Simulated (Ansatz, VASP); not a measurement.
# SnAs2C (CuAu-ordered zincblende type (invented)): VASP beside Ansatz, part 2 of 2

Wanted: the spread between two codes on one cell, functional and k mesh. The cell is generated by rule, not measured, and may not be a known phase. The cell is taken from a series of runs on this material, whose earlier steps may have relaxed, scaled, displaced or heated it; both programs get it as it stands.

VASP 6.6.1 and Ansatz 0.2.0.

So far: Starting point; VASP: relaxation of cell and atoms, PBEsol.

## 3. Ansatz: relaxation of cell and atoms, PBEsol

Level of this step: Ansatz beside VASP: Kohn-Sham DFT, plane waves, PBEsol (Ansatz).

Ansatz runs on its default PAW (the set named soft_2) files.

The same cell, functional, mesh and smearing now go to Ansatz, which takes its cutoff from its data sets.

input.yaml

```yaml
crystal:
  lattice:
    - [4.01966181, 0.0, 0.0]
    - [0.0, 4.01966181, 0.0]
    - [0.0, 0.0, 4.8714149747]
  atoms:
    - { symbol: Sn, position: [0.0, 0.0, 0.0] }
    - { symbol: C, position: [0.5, 0.5, 0.5] }
    - { symbol: As, position: [0.0, 0.5, 0.3482975709] }
    - { symbol: As, position: [0.5, 0.0, 0.6517024291] }
kpoints:
  mp_grid: { grid: [10, 10, 10] }
hamiltonian:
  xc: pbesol
scf:
  occupations: { method: gaussian, width: 0.1 }
output:
  forces: true
  stress: true
  eigenvalues: true
  write_density: true
  write_potential: true
  elf: true
  volumetric_format: npy
relax:
  adjacent_minimum: "off"
  f_tol: 0.005
  max_steps: 80
  cell: { stress_tol: 0.05 }
```

On the command line:

```
$ ansatz run input.yaml --threads 2 --pin off --max-ram 5120MiB --backend cpu --events-out ev --progress --plain --runs-dir out
```

Numbers of over 12 decimals in the logs are rounded to 6 here.

Output:

```text
Engine: ansatz 0.2.0, x86_64-unknown-linux-gnu
Pseudopotentials: kind: paw
Pseudopotential: Sn, paw, valence charge 14, recommended cutoff 420 eV (normal), Sn.paw.azcp
Pseudopotential: C, paw, valence charge 4, recommended cutoff 420 eV (normal), C.paw.azcp
Pseudopotential: As, paw, valence charge 15, recommended cutoff 420 eV (normal), As.paw.azcp
Functional definition: PBEsol
  exchange = pbesol_x
  correlation = pbesol_c
Crystal: 4 atoms, lattice volume = 78.711 Å³
Basis set: ecut = 420 eV, 1553 PW (Γ), exchange–correlation on 54×54×72 points (8 copies of the dense FFT grid, shifted against one another)
Bands: 29, of which v1, the nominal top of the filled ones, is band 24 counted from 1 (23 counted from 0)
Symmetry: 8 space group operations
Space group: P-4m2 (ITA 115), of the structure as read, at distance tolerance 4.3e-5 Å
k-points: 126 of 1000 (time reversal used)
Non-local potential: Sn, projectors of the file, l = 0: 2, l = 1: 2, l = 2: 2, l = 3: 2
Non-local potential: C, projectors of the file, l = 0: 2, l = 1: 2, l = 2: 1
Non-local potential: As, projectors of the file, l = 0: 2, l = 1: 2, l = 2: 3, l = 3: 1
PAW form: soft (Blöchl's): semilocal exchange-correlation on the pseudo side does not see the compensation charge
PAW frozen core: Sn, regenerated for the run's functional, and the local potential with it (the file was generated under x = pbe(κ = 0.804, μ = 0.219515), c = pbe(β = 0.066725))
PAW frozen core: C, regenerated for the run's functional, and the local potential with it (the file was generated under x = pbe(κ = 0.804, μ = 0.219515), c = pbe(β = 0.066725))
PAW frozen core: As, regenerated for the run's functional, and the local potential with it (the file was generated under x = pbe(κ = 0.804, μ = 0.219515), c = pbe(β = 0.066725))
PAW one-centre angular grid: Sn, 590 points (default); XC on 64 Gauss nodes
PAW one-centre angular grid: C, 110 points (default); XC on 64 Gauss nodes
PAW one-centre angular grid: As, 590 points (default); XC on 64 Gauss nodes
Initial density: superposition of atomic densities (neutral atoms: chi_scale 0, normalization atom), corrected by the library's trained network
Initial wavefunctions: pseudopotential atomic-orbital guess
Functional: x = pbesol(κ = 0.804, μ = 0.123457), c = pbesol(β = 0.046)
SCF iter   1: F=—  HF=-15819.130388 eV  |F-HF|=—  |Δ(HF+E_count)|=         —  Δρ=6.53e-3  dr2=4.46e-2  ethr=1.77e-3  ⟨swp⟩=6.1  Hψ=15655  notcnv=0
preconditioner: auto → LDOS  [metal: Δε(μ)=0.071 eV  Ē_g=14.493 eV  σ=0.100 eV  W_gap=0.38  n_scr=18 (ndim 8)  ℏωp=22.1 eV  f_vac=0.021  D(μ)=0.73/eV (n_scr^D=2)  β→1.0]
SCF iter   2: F=—  HF=-15819.119561 eV  |F-HF|=—  |Δ(HF+E_count)|=   1.08e-2  Δρ=3.12e-3  dr2=9.79e-3  ethr=9.29e-5  ⟨swp⟩=3.0  Hψ=8216  notcnv=0  defer=100
preconditioner: auto → Kerker (q_TF=auto, 2.512 Å⁻¹)  [metal: Δε(μ)=0.057 eV  Ē_g=14.561 eV  σ=0.100 eV  W_gap=0.30  n_scr=18 (ndim 8)  ℏωp=22.1 eV  f_vac=0.020  D(μ)=0.69/eV (n_scr^D=0)  β→0.5]
SCF iter   3: F=—  HF=-15819.116225 eV  |F-HF|=—  |Δ(HF+E_count)|=   3.34e-3  Δρ=5.98e-4  dr2=2.57e-4  ethr=2.04e-5  ⟨swp⟩=3.0  Hψ=6637  notcnv=0  defer=100
SCF iter   4: F=—  HF=-15819.116219 eV  |F-HF|=—  |Δ(HF+E_count)|=   6.81e-6  Δρ=1.85e-4  dr2=3.11e-5  ethr=5.35e-7  ⟨swp⟩=2.6  Hψ=6405  notcnv=0  defer=100
SCF iter   5: F=—  HF=-15819.116203 eV  |F-HF|=—  |Δ(HF+E_count)|=   1.53e-5  Δρ=7.21e-5  dr2=5.17e-6  ethr=6.49e-8  ⟨swp⟩=2.0  Hψ=6582  notcnv=0  defer=100
SCF iter   6: F=—  HF=-15819.116203 eV  |F-HF|=—  |Δ(HF+E_count)|=   1.51e-7  Δρ=3.00e-5  dr2=1.21e-6  ethr=1.08e-8  ⟨swp⟩=2.0  Hψ=5287  notcnv=0  defer=100
SCF iter   7: F=—  HF=-15819.116203 eV  |F-HF|=—  |Δ(HF+E_count)|=   3.95e-7  Δρ=1.33e-5  dr2=2.26e-7  ethr=2.52e-9  ⟨swp⟩=2.2  Hψ=6372  notcnv=0  defer=100
SCF iter   8: F=-15819.116203 eV  HF=-15819.116203 eV  |F-HF|=1.80e-8  |Δ(HF+E_count)|=   1.81e-8  Δρ=5.53e-6  dr2=2.80e-8  ethr=2.08e-10  ⟨swp⟩=11.9  Hψ=24278  notcnv=0
SCF 1 converged in 8 iterations: F = -15819.116203 eV  dr2 = 2.80e-8
  greatest PAW one-centre occupation: 0.999 electrons in one spin orbital (limit 2), on the As atom at site 3 (counted from 0), in its partial waves of l = 2
relax step   1: F+E_penalty+E_count = -15819.11620280 eV  Δ(F+E_penalty+E_count) = +0.000e0 eV  max|allowed force component| = 7.890e-2 eV/Å  Δτ_max = 0.0000 Å  P = +0.223 GPa  Ω = 78.711 Å³  (8 SCF iters, dr2 threshold 1.00e-7 eV, accepted)
[...]
relax step   4: F+E_penalty+E_count = -15819.11749300 eV  Δ(F+E_penalty+E_count) = -2.542e-4 eV  max|allowed force component| = 4.315e-3 eV/Å  Δτ_max = 0.0000 Å  P = +0.029 GPa  Ω = 79.091 Å³  stress off target by 6.59e-2 GPa  SCF on the basis re-selected at this cell (its energy is not comparable with the rows above)  (4 SCF iters)
[...]
relax step   5: F+E_penalty+E_count = -15819.11747983 eV  Δ(F+E_penalty+E_count) = +1.317e-5 eV  max|allowed force component| = 7.439e-4 eV/Å  Δτ_max = 0.0001 Å  P = -0.000 GPa  Ω = 79.134 Å³  energy of the carried Pulay correction = -2.821e-5 eV  (4 SCF iters, dr2 threshold 1.08e-8 eV, accepted)
[...]
relax step   6: F+E_penalty+E_count = -15819.11750942 eV  Δ(F+E_penalty+E_count) = -2.959e-5 eV  max|allowed force component| = 7.486e-4 eV/Å  Δτ_max = 0.0000 Å  P = -0.000 GPa  Ω = 79.134 Å³  stress off target by 1.48e-2 GPa  SCF on the basis re-selected at this cell (its energy is not comparable with the rows above)  (5 SCF iters)
basis re-selected at this cell: Δ(F+E_penalty+E_count) = -2.959e-5 eV, ΔP = +0.000 GPa vs the last step (what re-selecting the basis moved, of the pressure what is left beyond the Pulay correction that the steps carried, after the strain that the cell walked since its last selection, with what the two solves' SCF thresholds leave and, on support functions, any second-order correction that the steps lacked; it is no m [...]
SCF converged after 5 iterations
Free energy (F): -15819.117509 eV
Harris-Foulkes:  -15819.117509 eV  (|F-HF|=9.09e-12)
Internal energy: -15819.113437 eV  (E = F + TS)
E sigma→0 (E₀):  -15819.115473 eV
Entropy (-TS):   -0.004073 eV (-1.018 meV/atom)
Fermi energy:    10.211930 eV
--- Per-component energies (eV) ---
  E_band       = -563.860164
  E_kinetic    = 476.120668
  E_local      = -4583.728151  (includes V_loc(G=0)·N_el)
  E_nonlocal   = -1337.854001
  E_hartree    = 2548.075154
  E_xc         = -582.715425
  E_vxc        = -312.788192  (∫ρ·V_xc dr)
  E_paw        = -7747.684242  (= ΣΔE_a)
  E_vpaw       = 98.239124  (= ΣTr[D̂ρ^β])
  E_aug_tail   = 0.000022  (compensation charges beyond the density's cutoff)
  E_ewald      = -4593.566261
  E_core_change = 2.238798  (= ΣΔE_core)
  E_smearing   = -0.004073  (= −TS)
  E_closure    = -0.000000  (closes the sum)
  Σ components = -15819.117509   (vs F -15819.117509, Δ=0.00e0)
--- Forces (eV/Å), atoms counted from 1 ---
  atom   1  Sn     0.00000000     0.00000000    -0.00000000
  atom   2  C      0.00000000    -0.00000000     0.00000000
  atom   3  As    -0.00000000     0.00000000     0.00074861
  atom   4  As    -0.00000000     0.00000000    -0.00074861
  max |Σ_I F_I| component: 6.63e-16 eV/Å
--- Stress (GPa, compression-positive) ---
       -0.007502       0.000000      -0.000000
        0.000000      -0.007502       0.000000
       -0.000000       0.000000       0.014777
  P = ⅓ Tr σ = -0.0001 GPa (-0.001 kbar)
--- Band table (eV; the first three rows and the last of 126) ---
  k-point 0: bands = [... 20 lower, 7.0558, 7.6832, 9.3131, 9.3131, 10.3164, 10.3806, 13.0425, 13.0425, ... 1 higher]
  k-point 1: bands = [... 20 lower, 6.6889, 8.0384, 9.2234, 9.2234, 9.8831, 10.8234, 13.0981, 13.0981, ... 1 higher]
  k-point 2: bands = [... 20 lower, 6.1179, 8.5248, 8.9969, 8.9969, 9.5031, 11.2563, 13.2380, 13.2380, ... 1 higher]
  k-point 125: bands = [... 20 lower, 5.3247, 5.3247, 6.2246, 13.0406, 13.0406, 14.5228, 14.8596, 14.9155, ... 1 higher]
--- Relaxed structure (4 steps of the walk, 4 accepted, 2 SCFs on fresh bases) ---
  F+E_penalty+E_count = -15819.11750942 eV   max|allowed force component| = 7.486e-4 eV/Å   (the final SCF, on the basis selected at the relaxed cell)
  cell:  # Å, volume = 79.1342 Å³
    - [4.015966, 0, -1.1144619298521275e-18]
    - [0, 4.015966, 0]
    - [-1.3506127605831332e-18, 0, 4.906639]
  atoms:
    - { symbol: Sn, position: [0, 0, 0] }
    - { symbol: C, position: [0.5, 0.5, 0.500000] }
    - { symbol: As, position: [0, 0.5, 0.346542] }
    - { symbol: As, position: [0.5, 0, 0.653458] }
```

## 4. Comparison

Known differences besides the potentials themselves: the data sets hold 48 valence electrons in Ansatz (on its default PAW (the set named soft_2) files) and 28 in VASP; the cutoff is 420 eV in Ansatz and 600 eV in VASP; Ansatz makes its cores anew for this functional, VASP keeps those of its PBE data sets; Ansatz adds a Pulay correction to the stress that steers its cell, VASP none. Total energies have different zeros and are not compared.

Compared:

```csv
quantity,Ansatz,VASP,difference
volume (Å³),79.13,79.39,-0.32 %
"edge a after relaxation, in the typed setting (Å)",4.016,4.021,-0.12 %
"edge c after relaxation, in the typed setting (Å)",4.907,4.911,-0.08 %
```

## 5. Outcome

```json
{
  "difference in volume (relaxation of cell and atoms, PBEsol)": "-0.32 %"
}
```

The difference in volume is -0.32 % (relaxation of cell and atoms, PBEsol), within the 1.2 % picked in this series as the mark of a large difference, as far as the stopping tolerances let one tell. The data sets hold unlike numbers of valence electrons (48 in Ansatz and 28 in VASP), so part of the differences comes from the potentials. Such differences can come from data sets, numerical settings and the points named under the comparisons, not from the functional's error against experiment.

[Lines on the potential files, build, host, timing and source positions are cut from VASP's logs without a mark.]

[Logs are printed without paths, hosts, clocks, repeated set-up lines and the standing remarks that a program may print on its own settings, such as how far it seeks lower states.]

[Hosts, paths, dates, database ids (printed as entryN), source tags and the programs' standing remarks are cut or masked in the printed files.]
